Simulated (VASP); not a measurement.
# Li2Cr (P4_2/mnm) in VASP: single point with r2SCAN

Aim: the single point of Li2Cr with r2SCAN.

Everything below comes from runs of VASP 6.6.1. Logs are shortened: lines on timing, memory, paths and dates and some standing lists are left out, and cuts for length are marked.

## Step 1: The structure

Symmetry: P4_2/mnm, No. 136, tetragonal system. Conventional cell: a = 4.868 Å, b = 4.868 Å, c = 3.361 Å, α = 90.00°, β = 90.00°, γ = 90.00°. Cr (site symmetry mmm) has 6 Li at 2.10 to 2.15 Å as nearest neighbours. Li (site symmetry m2m) has 3 Cr at 2.10 to 2.15 Å as nearest neighbours.

The cell was built by a generator and needn't be a form met in nature.

## Step 2: Single point, r2SCAN

Contents of POSCAR:

```
Li2Cr
1.0
    4.8684028100      0.0000000000      0.0000000000
    0.0000000000      4.8684028100      0.0000000000
    0.0000000000      0.0000000000      3.3614795500
Cr Li
2 4
Direct
    0.0000000000      0.0000000000      0.0000000000
    0.5000000000      0.5000000000      0.5000000000
    0.3053000000      0.3053000000      0.0000000000
    0.1947000000      0.8053000000      0.5000000000
    0.6947000000      0.6947000000      0.0000000000
    0.8053000000      0.1947000000      0.5000000000
```

Contents of INCAR.step1:

```
PREC     = Accurate       # precision mode
ENCUT    = 520            # plane-wave cutoff, eV
ISMEAR   = -5             # smearing method
SIGMA    = 0.0282         # smearing width, eV
LREAL    = False          # projectors in reciprocal space
LASPH    = True           # aspherical terms in the spheres
NELM     = 100            # most SCF steps
LMAXMIX  = 4              # l up to which the mixer works
GGA      = PE             # functional
ALGO     = Normal         # electronic algorithm
EDIFF    = 1E-4           # SCF threshold, eV
LWAVE    = True           # write WAVECAR
LCHARG   = False          # write CHGCAR
```

Contents of INCAR.step2:

```
PREC     = Accurate       # precision mode
ENCUT    = 520            # plane-wave cutoff, eV
EDIFF    = 1E-6           # SCF threshold, eV
ISMEAR   = -1             # smearing method
SIGMA    = 0.0282         # smearing width, eV
LREAL    = False          # projectors in reciprocal space
LASPH    = True           # aspherical terms in the spheres
NELM     = 100            # most SCF steps
ALGO     = Normal         # electronic algorithm
ISIF     = 2              # what is computed and relaxed
LWAVE    = False          # write WAVECAR
LCHARG   = False          # write CHGCAR
LMAXMIX  = 4              # l up to which the mixer works
METAGGA  = R2SCAN         # meta-GGA
LMIXTAU  = True         
LORBIT   = 11             # projections on sites
ISTART   = 1
```

Contents of KPOINTS:

```
Automatic mesh
0
Gamma
  7 7 10
```

Potentials or basis: VASP PAW PBE potentials, release 64 (Cr_pv, Li_sv).

Command:

```sh
$ cat potpaw_PBE.64/Cr_pv/POTCAR potpaw_PBE.64/Li_sv/POTCAR > POTCAR
$ cp INCAR.step1 INCAR
$ mpirun -np 1 vasp_std > vasp.out
$ cp INCAR.step2 INCAR
$ mpirun -np 1 vasp_std > vasp.out
```

OUTCAR:

```text
PREC = Accurate
   ENCUT = 520
   EDIFF = 1E-6
   ISMEAR = -1
   LREAL = False
   LASPH = True
   NELM = 100
   ISIF = 2
   METAGGA = R2SCAN
   LORBIT = 11
   ISTART = 1

 ion  position               nearest neighbor table
   1  0.000  0.000  0.000-   3 2.10   5 2.10   4 2.15   6 2.15   4 2.15   6 2.15
   2  0.500  0.500  0.500-   4 2.10   6 2.10   5 2.15   3 2.15   3 2.15   5 2.15
   3  0.305  0.305  0.000-   1 2.10   2 2.15   2 2.15
   4  0.195  0.805  0.500-   2 2.10   1 2.15   1 2.15
   5  0.695  0.695  0.000-   1 2.10   2 2.15   2 2.15
   6  0.805  0.195  0.500-   2 2.10   1 2.15   1 2.15

  LATTYP: Found a simple tetragonal cell.
 ALAT       =     4.8684028100
 C/A-ratio  =     0.6904686570

  Lattice vectors:

 A1 = (   4.8684028100,   0.0000000000,   0.0000000000)
 A2 = (   0.0000000000,   4.8684028100,   0.0000000000)
 A3 = (   0.0000000000,   0.0000000000,   3.3614795500)

Analysis of symmetry for initial positions (statically):
=====================================================================
 Subroutine PRICEL returns:
 Original cell was already a primitive cell.

 Routine SETGRP: Setting up the symmetry group for a
 simple tetragonal supercell.

 Subroutine GETGRP returns: Found 16 space group operations
 (whereof  8 operations were pure point group operations)
 out of a pool of 16 trial point group operations.

The static configuration has the point symmetry D_2h.
 The point group associated with its full space group is D_4h.

Analysis of symmetry for dynamics (positions and initial velocities):
=====================================================================
 Subroutine PRICEL returns:
 Original cell was already a primitive cell.

 Routine SETGRP: Setting up the symmetry group for a
 simple tetragonal supercell.

 Subroutine GETGRP returns: Found 16 space group operations
 (whereof  8 operations were pure point group operations)
 out of a pool of 16 trial point group operations.

The dynamic configuration has the point symmetry D_2h.
 The point group associated with its full space group is D_4h.

 Subroutine INISYM returns: Found 16 space group operations
 (whereof  8 operations are pure point group operations),
 and found     1 'primitive' translations

----------------------------------------------------------------------------------------

                                     Primitive cell

  volume of cell :      79.6716

  direct lattice vectors                    reciprocal lattice vectors
     4.868402810  0.000000000  0.000000000     0.205406175  0.000000000  0.000000000
     0.000000000  4.868402810  0.000000000     0.000000000  0.205406175  0.000000000
     0.000000000  0.000000000  3.361479550     0.000000000  0.000000000  0.297488051

  length of vectors
     4.868402810  4.868402810  3.361479550     0.205406175  0.205406175  0.297488051

  position of ions in fractional coordinates (direct lattice)
     0.000000000  0.000000000  0.000000000
     0.500000000  0.500000000  0.500000000
     0.305300000  0.305300000  0.000000000
     0.194700000  0.805300000  0.500000000
     0.694700000  0.694700000  0.000000000
     0.805300000  0.194700000  0.500000000

  ion indices of the primitive-cell ions
   primitive index   ion index
                 1           1
                 2           2
                 3           3
                 4           4
                 5           5
                 6           6

----------------------------------------------------------------------------------------

 KPOINTS: Automatic mesh

Automatic generation of k-mesh.
 Grid dimensions read from file:
 generate k-points for:    7    7   10

 Generating k-lattice:

  Cartesian coordinates                     Fractional coordinates (reciprocal lattice)
     0.029343739  0.000000000  0.000000000     0.142857143  0.000000000  0.000000000
     0.000000000  0.029343739  0.000000000     0.000000000  0.142857143  0.000000000
     0.000000000  0.000000000  0.029748805     0.000000000  0.000000000  0.100000000

  Length of vectors
     0.029343739  0.029343739  0.029748805

  Shift w.r.t. Gamma in fractional coordinates (k-lattice)
     0.000000000  0.000000000  0.000000000

 Subroutine IBZKPT returns following result:
 ===========================================

 Found     60 irreducible k-points:

 Following reciprocal coordinates:
            Coordinates               Weight
  0.000000  0.000000  0.000000      1.000000
  0.142857  0.000000  0.000000      4.000000
  0.285714  0.000000  0.000000      4.000000
  0.428571  0.000000  0.000000      4.000000
  0.142857  0.142857  0.000000      4.000000
  0.285714  0.142857  0.000000      8.000000
[... 16 lines left out ...]
  0.285714  0.000000  0.200000      8.000000
  0.428571  0.000000  0.200000      8.000000
 [... further k-points ...]
   k-points           NKPTS =     60   k-points in BZ     NKDIM =     60   number of bands    NBANDS=     22
   number of dos      NEDOS =    301   number of ions     NIONS =      6
   total plane-waves  NPLWV =  36288
   dimension x,y,z NGX =    36 NGY =   36 NGZ =   28
   dimension x,y,z NGXF=    72 NGYF=   72 NGZF=   56
   ions per type =               2   4
   NGX,Y,Z   is equivalent  to a cutoff of  12.29, 12.29, 13.85 a.u.
   NGXF,Y,Z  is equivalent  to a cutoff of  24.59, 24.59, 27.70 a.u.
 SYSTEM =  unknown system
   PREC   = accura    normal or accurate (medium, high low for compatibility)
   ISTART =      1    job   : 0-new  1-cont  2-samecut
   ICHARG =      0    charge: 1-file 2-atom 10-const
   ISPIN  =      1    spin polarized calculation?
   LNONCOLLINEAR =      F non collinear calculations
   LSORBIT =      F    spin-orbit coupling
   LASPH  =      T    aspherical Exc in radial PAW
   ENCUT  =  520.0 eV  38.22 Ry    6.18 a.u.   9.05  9.05  6.25*2*pi/ulx,y,z
   NELM   =    100;   NELMIN=  2; NELMDL=  0     # of ELM steps
   EDIFF  = 0.1E-05   stopping-criterion for ELM
   LREAL  =      F    real-space projection
   EDIFFG = 0.1E-04   stopping-criterion for IOM
   NSW    =      0    number of steps for IOM
   IBRION =     -1    ionic relax: 0-MD 1-quasi-New 2-CG
   NFREE  =      0    steps in history (QN), initial steepest desc. (CG)
   ISIF   =      2    stress and relaxation
   ISYM   =      2    0-nonsym 1-usesym 2-fastsym
   POTIM  = 0.5000    time-step for ionic-motion
   TEBEG  =    0.0;   TEEND  =   0.0 temperature during run
   PSTRESS=    0.0 pullay stress
   NELECT =      36.0000    total number of electrons
   NUPDOWN=      -1.0000    fix difference up-down
   EMIN   =  10.00;   EMAX   =-10.00  energy-range for DOS
   EFERMI =   0.00;   METHOD = LEGACY
   ISMEAR =    -1;   SIGMA  =   0.03  broadening in eV -4-tet -1-fermi 0-gaus
   EFERMI_NEDOS =   21; number of points for ismear=-14 and -15
   IALGO  =     38    algorithm
   IMIX   =      4    mixing-type and parameters
     AMIX     =   0.40;   BMIX     =  1.00
     AMIX_MAG =   1.60;   BMIX_MAG =  1.00
  volume/ion in A,a.u.               =      13.28        89.61
  Fermi-wavevector in a.u.,A,eV,Ry     =   1.256245  2.373960 21.472070  1.578153
  Thomas-Fermi vector in A             =   2.389963
   LORBIT       =     11    0 simple, 1 ext, 2 COOP (PROOUT), +10 PAW based schemes
   METAGGA = R2SCAN    functional components
   LHFCALC =     F    Hartree Fock is set to
   AEXX    =    0.0000 exact exchange contribution
   IVDW    =     0    specifies the selected vdW correction
   LEPSILON=     F    determine dielectric tensor
   LRPA    =     F    only Hartree local field effects (RPA)
 non-spin polarized calculation
  energy-cutoff  :      520.00
  volume of cell :       79.67
 maximum number of plane-waves:      2165
   NGX = 19   NGY = 19   NGZ = 13

 number of electron      35.9999963 magnetization

 Free energy of the ion-electron system (eV)
  ---------------------------------------------------
  ext. energy  EPLUGINS =         0.00000000
  ---------------------------------------------------
  free energy    TOTEN  =       -25.86816134 eV

  energy without entropy =      -25.85999833  energy(sigma->0) =      -25.86407983

 E-fermi :   3.7754     XC(G=0): -10.3229

 val. band max:        3.7568186983   @ k =   0.1429   0.1429   0.0000
 cond. band min:       3.8024897268   @ k =   0.1429   0.1429   0.4000
 fundamental gap:      0.0456710285
 Fermi energy:         3.7754161967

 k-point     1 :       0.0000    0.0000    0.0000
  band No.  band energies     occupation
      1     -43.2761      2.00000
      2     -43.2761      2.00000
      3     -43.2669      2.00000
      4     -43.2360      2.00000
      5     -40.0150      2.00000
      6     -40.0150      2.00000
[... 14 lines left out ...]
     21       4.7675      0.00000
     22       5.4539      0.00000

 k-point     2 :       0.1429    0.0000    0.0000
  band No.  band energies     occupation
      1     -43.2759      2.00000
      2     -43.2752      2.00000
      3     -43.2664      2.00000
      4     -43.2378      2.00000
      5     -40.0127      2.00000
      6     -40.0127      2.00000
[... 14 lines left out ...]
     21       4.7285      0.00000
     22       4.7453      0.00000
[... 523 lines left out ...]
     21       4.5492      0.00000
     22       4.9766      0.00000

 k-point    24 :       0.4286    0.0000    0.2000
  band No.  band energies     occupation
      1     -43.2829      2.00000
      2     -43.2807      2.00000
      3     -43.2502      2.00000
      4     -43.2468      2.00000
      5     -40.0053      2.00000
      6     -40.0051      2.00000
[... 14 lines left out ...]
     21       4.6176      0.00000
     22       4.7595      0.00000

 [... further k-points ...]

------------------------ aborting loop because EDIFF is reached ----------------------------------------

  FORCE on cell =-STRESS in cart. coord.  units (eV):
  Direction    XX          YY          ZZ          XY          YZ          ZX
  --------------------------------------------------------------------------------------
  -------------------------------------------------------------------------------------
  Total        7.7135321      7.7135321     11.7016525      0.0000000      0.0000000      0.0000000
  in kB      155.1173558    155.1173558    235.3175375      0.0000000      0.0000000      0.0000000
  external PRESSURE =     181.8507497 kB  Pullay stress =       0.0000000 kB

 VOLUME and BASIS-vectors are now :
 -----------------------------------------------------------------------------
  energy-cutoff  :      520.00
  volume of cell :       79.67
      direct lattice vectors                 reciprocal lattice vectors
     4.868402810  0.000000000  0.000000000     0.205406175  0.000000000  0.000000000
     0.000000000  4.868402810  0.000000000     0.000000000  0.205406175  0.000000000
     0.000000000  0.000000000  3.361479550     0.000000000  0.000000000  0.297488051

 POSITION                                       TOTAL-FORCE (eV/Angst)
 -----------------------------------------------------------------------------------
      0.00000      0.00000      0.00000         0.000000     -0.000000      0.000000
      2.43420      2.43420      1.68074         0.000000     -0.000000      0.000000
      1.48632      1.48632      0.00000        -0.238771     -0.238771      0.000000
      0.94788      3.92052      1.68074         0.238771     -0.238771      0.000000
      3.38208      3.38208      0.00000         0.238771      0.238771     -0.000000
      3.92052      0.94788      1.68074        -0.238771      0.238771     -0.000000
 -----------------------------------------------------------------------------------
    total drift:                                0.000000      0.000000      0.000000

  FREE ENERGIE OF THE ION-ELECTRON SYSTEM (eV)
  ---------------------------------------------------
  free  energy   TOTEN  =       -25.8681613431 eV

  energy  without entropy=      -25.8599983264  energy(sigma->0) =      -25.86407983

 total charge

# of ion       s       p       d       tot
------------------------------------------
    1        0.468   6.114   4.374  10.956
    2        0.468   6.114   4.374  10.956
    3        2.062   0.078   0.000   2.140
    4        2.062   0.078   0.000   2.140
    5        2.062   0.078   0.000   2.140
    6        2.062   0.078   0.000   2.140
--------------------------------------------------
tot          9.184  12.540   8.748  30.472
```

Wall time 5 min (1 thread of Intel Xeon Platinum 8488C (Sapphire Rapids), shared host); peak memory 0.24 GiB.

Results:

* Free energy: -25.8682 eV
* Largest force: 0.338 eV/Å
* Band gap on the k mesh: none (metal or under the smearing width)
* Valence electrons inside the program's atomic spheres: Cr 10.96; Li 2.14

Forces in eV/Å, atoms in the order of the input:
```
Cr   0.000  0.000  0.000
Cr   0.000  0.000  0.000
Li  -0.239 -0.239  0.000
Li   0.239 -0.239  0.000
Li   0.239  0.239  0.000
Li  -0.239  0.239  0.000
```

Levels at points of the mesh, in eV from the Fermi level:
| k point | band 14 | band 15 | band 16 | band 17 | band 18 | band 19 | band 20 | band 21 | band 22 |
| --- | --- | --- | --- | --- | --- | --- | --- | --- | --- |
| (0.00, 0.00, 0.00) | -1.05 | -0.40 | -0.22 | -0.22 | 0.54 | 0.94 | 0.99 | 0.99 | 1.68 |
| (0.00, 0.00, 0.50) | -0.77 | -0.42 | -0.42 | -0.16 | -0.16 | -0.06 | -0.06 | 1.67 | 1.67 |

Caveat: the cutoff is under 1.25 times the usual one of these potentials, so pressure, stress and relaxed cells hold a basis-set (Pulay) error; the PAW data sets were made with another functional, which shifts forces and pressure a little.
